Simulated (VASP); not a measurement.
Data:

```yaml
crystal:
  lattice:
    - [5.94916, 0.00000, 0.00000]
    - [0.00000, 5.94916, 0.00000]
    - [0.00000, 0.00000, 5.94614]
  atoms:
    - { symbol: Cd, position: [0.00000, 0.00000, 0.98800] }
    - { symbol: Cd, position: [0.50000, 0.50000, 0.98800] }
    - { symbol: Cd, position: [0.50000, 0.00000, 0.51200] }
    - { symbol: Cd, position: [0.00000, 0.50000, 0.51200] }
    - { symbol: Se, position: [0.25000, 0.25000, 0.25000] }
    - { symbol: Se, position: [0.75000, 0.75000, 0.25000] }
    - { symbol: S, position: [0.75000, 0.25000, 0.75000] }
    - { symbol: S, position: [0.25000, 0.75000, 0.75000] }
```

Level of theory: PBEsol GGA, VASP's PBE PAW potentials (set 64) (plane waves; VASP). Numerical set-up: 400 eV cut-off, 4×4×4 Γ-centred mesh, tetrahedra with Blöchl corrections, potentials Cd Se S.

Problem. The job: Cd₄S₂Se₂ (ordered alloy cell), 8 atoms, PBEsol, static run, 400 eV, 4×4×4 Γ-centred mesh. Roughly how much core time does it take on a busy server core?

Solution. About 4 core-minutes (one run on a shared machine, a rough figure). It had 18 irreducible k-points, 43 bands, up to 3887 plane waves and 16 electronic steps.

The structure was generated: Cd4S2Se2 was put into an ordered model structure (P-4m2), which need not be its known phase. It was relaxed first.
